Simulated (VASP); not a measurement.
All values below come from RPBE GGA, VASP's PBE PAW potentials (set 64) (plane waves; VASP).

Input for VASP

### INCAR
```
ALGO = Normal
EDIFF = 1E-7
ENCUT = 520
GGA = RP
ISIF = 2
ISMEAR = 1
ISPIN = 2
LASPH = .True.
LCHARG = .False.
LMAXMIX = 4
LORBIT = 10
LREAL = .False.
LWAVE = .False.
MAGMOM = 0.6
NELM = 100
PREC = Accurate
SIGMA = 0.1
SYSTEM = Ni
```

POSCAR:
```
Ni
1
    0.0000000000     1.7934006113     1.7934006113
    1.7934006113     0.0000000000     1.7934006113
    1.7934006113     1.7934006113     0.0000000000
Ni
1
Direct
  0.0000000000   0.0000000000   0.0000000000
```

**KPOINTS**
```
Automatic mesh
0
Gamma
18 18 18
0 0 0
```

POTCAR, in this order: Ni (PBE.64 set). Program: vasp_std.

Question: What does the run give for the energy per atom (σ→0), cell moment, pressure, band gap (on the k-mesh)?

Answer: 
energy per atom (σ→0): -4.949 eV/atom
cell moment: 0.62 μB
band gap (on the k-mesh): none (metal, semimetal or under 0.01 eV)
pressure: -4.79 GPa

OSZICAR:
```
...
DAV:   8    -0.495132799939E+01    0.12235E-01   -0.21890E-02  9500   0.175E+00    0.925E-01
DAV:   9    -0.494927299993E+01    0.20550E-02   -0.21011E-03 10265   0.498E-01    0.240E-01
DAV:  10    -0.494893364339E+01    0.33936E-03   -0.71339E-04  8454   0.239E-01    0.327E-02
DAV:  11    -0.494894331931E+01   -0.96759E-05   -0.64647E-05  9239   0.894E-02    0.361E-02
DAV:  12    -0.494894299659E+01    0.32272E-06   -0.90812E-07  7729   0.130E-02    0.117E-02
DAV:  13    -0.494894316639E+01   -0.16980E-06   -0.67754E-07  7773   0.880E-03    0.230E-03
DAV:  14    -0.494894309506E+01    0.71328E-07   -0.15010E-08  3622   0.165E-03
   1 F= -.49489431E+01 E0= -.49491095E+01  d E =0.499304E-03  mag=     0.6243
```

The compound is Ni in the fcc structure. This cell is one point of a volume scan, at 1.03 of the reference volume.
